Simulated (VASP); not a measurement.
Here is a VASP 6.6.1 calculation.

INCAR

```
PREC = Accurate
ENCUT = 520
EDIFF = 1E-6
ISMEAR = -1
SIGMA = 0.1
LREAL = F
LASPH = T
NELM = 80
ALGO = Fast
ISIF = 2
LWAVE = F
LCHARG = T
GGA = PE
LELF = T
LVHAR = T
NBANDS = 40
```

File KPOINTS:

```
regular mesh
0
Gamma
  4 4 4
```

File POSCAR:

```
SrTl2Ge2
1.0
    0.0000000000      4.7627980000      0.0000000000
    4.7627980000      0.0000000000      0.0000000000
    2.3813990000      2.3813990000     -5.8063320000
Ge Tl Sr
2 2 1
Direct
    0.3860000000      0.3860000000      0.2280000000
    0.6140000000      0.6140000000      0.7720000000
    0.7500000000      0.2500000000      0.5000000000
    0.2500000000      0.7500000000      0.5000000000
    0.0000000000      0.0000000000      0.0000000000
```

Potentials or basis: VASP PAW PBE potentials, release 64 (Ge_d, Tl_d, Sr_sv).

Run with:

```sh
$ cat potpaw_PBE.64/Ge_d/POTCAR potpaw_PBE.64/Tl_d/POTCAR potpaw_PBE.64/Sr_sv/POTCAR > POTCAR
$ mpirun -np 1 vasp_std > vasp.out
```

Problem. Estimate the band gap on the k mesh.

Solution. None (metal or under the smearing width).

Problem. Predict the pressure.

Solution. 4.4 GPa.

Problem. What does it give for the largest force?

Solution. 0.911 eV/Å.

Stress tensor (GPa, compression positive):
```
4.57 0.00 0.00
0.00 4.57 0.00
0.00 0.00 3.94
```

Spin-orbit coupling is left out, which matters for the levels of Tl.
